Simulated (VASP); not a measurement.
Calculation: AM05 GGA, VASP's PBE PAW potentials (set 64) (plane waves; VASP).

VASP ran on this input.

INCAR:
```
# general
SYSTEM  = GaN
PREC    = Accurate
ENCUT   = 520
LREAL   = F
LASPH   = T

# electronic loop
EDIFF   = 1E-6
NELM    = 100
ALGO    = Normal
LMAXMIX = 4

# smearing
ISMEAR  = 0
SIGMA   = 0.05

# functional
GGA     = AM

# ions
IBRION  = 2
NSW     = 60
ISIF    = 3
EDIFFG  = -0.01

# output
LWAVE   = F
LCHARG  = F
```

File POSCAR:
```
GaN
1.0
  0.0000000000   2.2600000000   2.2600000000
  2.2600000000   0.0000000000   2.2600000000
  2.2600000000   2.2600000000   0.0000000000
Ga N
1 1
Cart
  0.0000000000   0.0000000000   0.0000000000
  1.1300000000   1.1300000000   1.1300000000
```

File KPOINTS:
```
Automatic mesh
0
Gamma
9 9 9
0 0 0
```

POTCAR, in this order: Ga_d N (PBE.64 set). Program: vasp_std.

Question: What will the output report for the number of irreducible k-points (NKPTS), largest plane-wave count, number of space-group operations, FFT grid (NGX, NGY, NGZ)?

Answer: 
```yaml
number of irreducible k-points (NKPTS): 35
largest_plane_wave_count: 634
number_of_space_group_operations: 24
FFT grid (NGX, NGY, NGZ): 24 × 24 × 24
```

The compound is GaN in the zinc blende structure, a metastable form; wurtzite is the usual one. This run relaxes it. Symmetry was kept, so distortions that lower it aren't found.
